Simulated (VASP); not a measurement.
The input files of a VASP run:

POSCAR:
```
CaS
1.0
  0.0000000000   2.8450000000   2.8450000000
  2.8450000000   0.0000000000   2.8450000000
  2.8450000000   2.8450000000   0.0000000000
Ca S
1 1
direct
  0.0000000000   0.0000000000   0.0000000000
  0.5000000000   0.5000000000   0.5000000000
```

### KPOINTS
```
Automatic mesh
0
G
7 7 7
0 0 0
```

### INCAR
```
# general
SYSTEM   = CaS
PREC     = Accurate
ENCUT    = 520
LREAL    = .FALSE.
LASPH    = .TRUE.

# electronic loop
EDIFF    = 1E-6
NELM     = 100
ALGO     = Normal

# smearing
ISMEAR   = 0
SIGMA    = 0.05

# functional
GGA      = CX
LUSE_VDW = .TRUE.
AGGAC    = 0.0

# ions
IBRION   = 2
NSW      = 60
ISIF     = 3
EDIFFG   = -0.01

# output
LWAVE    = .FALSE.
LCHARG   = .FALSE.
```

POTCAR, in this order: Ca_sv S (PBE.64 set). Program: vasp_std.

Q: Translate this vdW-DF-cx calculation to Quantum ESPRESSO's pw.x.

A: One equivalent input (not run):
```
&CONTROL
  calculation = 'vc-relax'
  pseudo_dir = './pseudo'
  outdir = './out'
  tprnfor = .true.
  tstress = .true.
  nstep = 60
  forc_conv_thr = 0.00039
/
&SYSTEM
  ibrav = 0
  nat = 2
  ntyp = 2
  ecutwfc = 68
  occupations = 'smearing'
  smearing = 'gaussian'
  degauss = 0.003675
  input_dft = 'vdw-df-cx'
/
&ELECTRONS
  conv_thr = 7.3e-08
  electron_maxstep = 100
/
&IONS
/
&CELL
/
ATOMIC_SPECIES
  Ca 40.078 Ca.upf
  S 32.060 S.upf
CELL_PARAMETERS angstrom
     0.0000000    2.8450000    2.8450000
     2.8450000    0.0000000    2.8450000
     2.8450000    2.8450000    0.0000000
ATOMIC_POSITIONS crystal
  Ca   0.0000000  0.0000000  0.0000000
  S    0.5000000  0.5000000  0.5000000
K_POINTS automatic
  7 7 7 0 0 0
```
The two are equivalent in intent, not identical: the potentials are each code's own (VASP's PAW set, PseudoDojo norm-conserving files in pw.x), so ENCUT and ecutwfc are chosen apart and not converted; conv_thr bounds pw.x's estimated SCF error, while EDIFF bounds the energy change between steps; forc_conv_thr acts on force components and is met together with etot_conv_thr.

The compound is CaS in the rock salt structure. This run relaxes it. Symmetry was kept, so distortions that lower it aren't found.
